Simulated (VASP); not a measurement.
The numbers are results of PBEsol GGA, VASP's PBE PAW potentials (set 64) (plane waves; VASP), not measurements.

VASP input:

### KPOINTS
```
kpoints
0
G
7 7 6
```

**POSCAR**
```
CaAlSiH
1
    4.1287741108     0.0000000000     0.0000000000
   -2.0643870554     3.5756235285     0.0000000000
    0.0000000000     0.0000000000     4.5244910725
Ca Al Si H
1 1 1 1
Direct
  0.0000000000   0.0000000000   0.0051065991
  0.6666670000   0.3333330000   0.4642136185
  0.3333330000   0.6666670000   0.5642965058
  0.6666670000   0.3333330000   0.0730832766
```

**INCAR**
```
SYSTEM  =  CaAlSiH
PREC  =  Accurate; ENCUT  =  400; LREAL  =  .FALSE.
LASPH  =  .TRUE.
EDIFF  =  1E-7; NELM  =  100; ALGO  =  Normal
ISMEAR  =  -5
GGA  =  PS
ISIF  =  2
LWAVE  =  .FALSE.; LCHARG  =  .TRUE.; LORBIT  =  11
NEDOS  =  601
LEFG  =  .TRUE.
```

POTCAR, in this order: Ca_sv Al Si H (PBE.64 set). Program: vasp_std.

Output

File OUTCAR:
```
 ion  position               nearest neighbor table
   1  0.000  0.000  0.005-   3 3.11   3 3.11   3 3.11   2 3.16   2 3.16   2 3.16
   2  0.667  0.333  0.464-   4 1.77   3 2.43   3 2.43   3 2.43   1 3.16   1 3.16   1 3.16
   3  0.333  0.667  0.564-   2 2.43   2 2.43   2 2.43   1 3.11   1 3.11   1 3.11
   4  0.667  0.333  0.073-   2 1.77
  LATTYP: Found a hexagonal cell.
 ALAT       =     4.1287741108
 C/A-ratio  =     1.0958436938
 Subroutine PRICEL returns:
 Original cell was already a primitive cell.
 Subroutine GETGRP returns: Found  6 space group operations
The static configuration has the point symmetry C_3v.
The dynamic configuration has the point symmetry C_3v.
 Subroutine INISYM returns: Found  6 space group operations
 Subroutine IBZKPT returns following result:
 Found     40 irreducible k-points:

 Following reciprocal coordinates:
            Coordinates               Weight
  0.000000  0.000000  0.000000      1.000000
  0.142857  0.000000  0.000000      6.000000
  0.285714  0.000000  0.000000      6.000000
  0.428571 -0.000000  0.000000      6.000000
  0.142857  0.142857  0.000000      6.000000
  0.285714  0.142857  0.000000     12.000000
  0.428571  0.142857  0.000000      6.000000
  0.285714  0.285714  0.000000      6.000000
  0.000000  0.000000  0.166667      2.000000
  0.142857  0.000000  0.166667      6.000000
  0.000000  0.142857  0.166667      6.000000
  0.285714  0.000000  0.166667      6.000000
  0.000000  0.285714  0.166667      6.000000
  0.428571 -0.000000  0.166667      6.000000
  0.000000  0.428571  0.166667      6.000000
  0.142857  0.142857  0.166667     12.000000
  0.285714  0.142857  0.166667     12.000000
 -0.142857  0.428571  0.166667     12.000000
  0.428571  0.142857  0.166667     12.000000
  0.285714  0.285714  0.166667     12.000000
  0.000000  0.000000  0.333333      2.000000
...
```

### OSZICAR
```
       N       E                     dE             d eps       ncg     rms          rms(c)
DAV:   1     0.767958512834E+02    0.76796E+02   -0.70855E+03  1040   0.101E+03
DAV:   2    -0.139417586370E+02   -0.90738E+02   -0.89301E+02  1190   0.246E+02
DAV:   3    -0.172125248636E+02   -0.32708E+01   -0.32545E+01  1689   0.425E+01
DAV:   4    -0.173357161996E+02   -0.12319E+00   -0.12308E+00  1544   0.749E+00
DAV:   5    -0.173381171967E+02   -0.24010E-02   -0.24009E-02  1581   0.978E-01    0.584E+00
DAV:   6    -0.170157540955E+02    0.32236E+00   -0.34349E-01  1315   0.349E+00    0.333E+00
DAV:   7    -0.169214046651E+02    0.94349E-01   -0.36709E-01  1370   0.380E+00    0.599E-01
DAV:   8    -0.169212334302E+02    0.17123E-03   -0.46139E-02  1364   0.136E+00    0.161E-01
DAV:   9    -0.169213357693E+02   -0.10234E-03   -0.14216E-03  1414   0.275E-01    0.818E-02
DAV:  10    -0.169213829389E+02   -0.47170E-04   -0.26222E-04  1416   0.102E-01    0.195E-02
DAV:  11    -0.169213801004E+02    0.28385E-05   -0.22307E-05  1383   0.326E-02    0.724E-03
DAV:  12    -0.169213809267E+02   -0.82628E-06   -0.78211E-06  1355   0.162E-02    0.366E-03
DAV:  13    -0.169213805285E+02    0.39821E-06   -0.13919E-06  1345   0.751E-03    0.141E-03
DAV:  14    -0.169213804692E+02    0.59247E-07   -0.12917E-07  1121   0.223E-03
   1 F= -.16921380E+02 E0= -.16921380E+02  d E =0.000000E+00
```

**OUTCAR**
```
------------------------ aborting loop because EDIFF is reached ----------------------------------------
  FORCE on cell =-STRESS in cart. coord.  units (eV):
  Direction    XX          YY          ZZ          XY          YZ          ZX
  --------------------------------------------------------------------------------------
  Total       -0.0062810     -0.0062810      0.0445680      0.0000000      0.0000000      0.0000000
  in kB       -0.1506586     -0.1506586      1.0690330      0.0000000      0.0000000      0.0000000
  external PRESSURE =       0.2559053 kB  Pullay stress =       0.0000000 kB
  volume of cell :       66.79
      direct lattice vectors                 reciprocal lattice vectors
     4.128774111  0.000000000  0.000000000     0.242202643  0.139835751  0.000000000
    -2.064387055  3.575623528  0.000000000     0.000000000  0.279671501  0.000000000
     0.000000000  0.000000000  4.524491073     0.000000000  0.000000000  0.221019333
 POSITION                                       TOTAL-FORCE (eV/Angst)
 -----------------------------------------------------------------------------------
      0.00000      0.00000      0.02310         0.000000     -0.000000      0.019665
      2.06439      1.19187      2.10033         0.000000     -0.000000     -0.023615
     -0.00000      2.38375      2.55315        -0.000000      0.000000      0.000619
      2.06439      1.19187      0.33066         0.000000     -0.000000      0.003330
 -----------------------------------------------------------------------------------
    total drift:                                0.000068     -0.000039      0.000396
  FREE ENERGIE OF THE ION-ELECTRON SYSTEM (eV)
  ---------------------------------------------------
  free  energy   TOTEN  =       -16.9213804692 eV

  energy  without entropy=      -16.9213804692  energy(sigma->0) =      -16.92138047

 total charge

# of ion       s       p       d       tot
------------------------------------------
    1        2.027   5.839   0.287   8.153
    2        0.406   0.414   0.000   0.821
    3        0.752   0.976   0.000   1.728
    4        0.532   0.008   0.000   0.539
--------------------------------------------------
tot          3.718   7.237   0.287  11.241
```
(Selected blocks of OUTCAR.)

The structure comes from a computed database's CaAlSiH entry (P3m1); how it stands against other phases isn't given here. It was relaxed first.
